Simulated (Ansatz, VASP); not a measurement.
**Two plane-wave programs on Ga4AsN3**

The input POSCAR:

```
Ga4AsN3
1.0
    4.8944325075      0.0000000000      0.0000000000
    0.0000000000      4.8944325075      0.0000000000
    0.0000000000      0.0000000000      4.8944325075
N Ga As
3 4 1
Direct
    0.5000000000      0.0000000000      0.0000000000
    0.0000000000      0.5000000000      0.0000000000
    0.0000000000      0.0000000000      0.5000000000
    0.2269913527      0.7730086473      0.7730086473
    0.7730086473      0.2269913527      0.7730086473
    0.7730086473      0.7730086473      0.2269913527
    0.2269913527      0.2269913527      0.2269913527
    0.5000000000      0.5000000000      0.5000000000
```

Contents of INCAR.step1:

```
  PREC = Accurate
  ENCUT = 520
  ISMEAR = -1
  SIGMA = 0.02
  LREAL = False
  LASPH = True
  NELM = 100
  NBANDS = 46
  GGA = PE
  ALGO = Normal
  EDIFF = 1E-4
  LWAVE = True
  LCHARG = False
```

Contents of INCAR.step2:

```
  PREC = Accurate
  ENCUT = 520
  EDIFF = 1E-7
  ISMEAR = -1
  SIGMA = 0.02
  LREAL = False
  LASPH = True
  NELM = 100
  ALGO = Normal
  ISIF = 2
  LWAVE = False
  LCHARG = True
  METAGGA = R2SCAN
  LMIXTAU = True
  LELF = True
  LVHAR = True
  NBANDS = 46
  ISTART = 1
```

File KPOINTS:

```
Automatic mesh
0
Gamma
  4 4 4
```

Input for Ansatz:

```yaml
crystal:
  lattice:
    - [4.8944325075, 0.0, 0.0]
    - [0.0, 4.8944325075, 0.0]
    - [0.0, 0.0, 4.8944325075]
  atoms:
    - { symbol: "N", position: [0.5, 0.0, 0.0] }
    - { symbol: Ga, position: [0.2269913527, 0.7730086473, 0.7730086473] }
    - { symbol: "N", position: [0.0, 0.5, 0.0] }
    - { symbol: Ga, position: [0.7730086473, 0.2269913527, 0.7730086473] }
    - { symbol: "N", position: [0.0, 0.0, 0.5] }
    - { symbol: Ga, position: [0.7730086473, 0.7730086473, 0.2269913527] }
    - { symbol: As, position: [0.5, 0.5, 0.5] }
    - { symbol: Ga, position: [0.2269913527, 0.2269913527, 0.2269913527] }
kpoints:
  mp_grid: { grid: [4, 4, 4] }
hamiltonian:
  xc: r2scan
scf:
  occupations: { method: fermi_dirac, width: 0.02 }
  n_extra_bands: 6
output:
  forces: true
  stress: true
  eigenvalues: true
```

Alike in both runs: task single point; functional r2SCAN; k mesh 4 × 4 × 4; occupations fermi-dirac, width 0.02 eV; no spin polarisation.

|  | VASP | Ansatz |
| --- | --- | --- |
| version | VASP 6.6.1 | Ansatz 0.2.0 |
| potentials or method | VASP PAW PBE potentials, release 64 (N, Ga_d, As) | plane waves, PAW |
| plane-wave cutoff (eV) | 520 | 500 |
| valence electrons in the cell | 72 | 82 |

|  | VASP | Ansatz | Ansatz less VASP |
| --- | --- | --- | --- |
| pressure (GPa) | -6.9 | -7.4 | -0.51 |
| rms of the force components (eV/Å) | 0.063 | 0.039 | -0.0245 |

The functional is the same, so the differences come from potentials, cutoffs and numerics. The two sets of potentials don't hold the same shells in valence.

Caveats: the PAW data sets were made with another functional, which shifts forces and pressure a little (VASP).
